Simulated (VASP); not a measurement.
Input of a VASP 6.6.1 run:

INCAR

```
SYSTEM = SiGeH6
PREC = Accurate
ENCUT = 520
EDIFF = 1E-6
ISMEAR = 0
SIGMA = 0.01
LREAL = .FALSE.
LASPH = .TRUE.
NELM = 80
ALGO = Fast
ISIF = 2
LWAVE = .FALSE.
LCHARG = .FALSE.
GGA = PE
IBRION = 2
NSW = 60
EDIFFG = -0.01
```

The input KPOINTS:

```
Automatic mesh
0
G
  1 1 1
  0 0 0
```

File POSCAR:

```
SiGeH6
1.0
   13.0000000000      0.0000000000      0.0000000000
    0.0000000000     13.0000000000      0.0000000000
    0.0000000000      0.0000000000     14.0000000000
Si Ge H
1 1 6
Direct
    0.4595900000      0.5320970000      0.4289810000
    0.5401540000      0.4731290000      0.5717360000
    0.3534430000      0.5667450000      0.4500840000
    0.4530560000      0.4479110000      0.3591010000
    0.5166600000      0.6208800000      0.3892850000
    0.5452910000      0.5619480000      0.6468150000
    0.6479810000      0.4345730000      0.5500220000
    0.4791300000      0.3823580000      0.6145560000
```

Potentials or basis: VASP PAW PBE potentials, release 64 (Si, Ge_d, H).

The run is started by

```bash
$ cat potpaw_PBE.64/Si/POTCAR potpaw_PBE.64/Ge_d/POTCAR potpaw_PBE.64/H/POTCAR > POTCAR
$ mpirun -np 1 vasp_gam > vasp.out
```

Task: Predict the gap between the frontier levels.

Result: 6.23 eV.

Task: What does it give for the energy gained by relaxing?

Result: 2.6 meV/atom.

Final structure:
```
CELL_PARAMETERS angstrom
13.00000 0.00000 0.00000
0.00000 13.00000 0.00000
0.00000 0.00000 14.00000
ATOMIC_POSITIONS crystal
Si 0.45852 0.53248 0.42951
Ge 0.53951 0.47308 0.57175
H 0.35151 0.56751 0.45070
H 0.45406 0.44785 0.35746
H 0.51751 0.62039 0.38812
H 0.54597 0.55953 0.64647
H 0.64942 0.43555 0.55089
H 0.47881 0.38325 0.61569
```
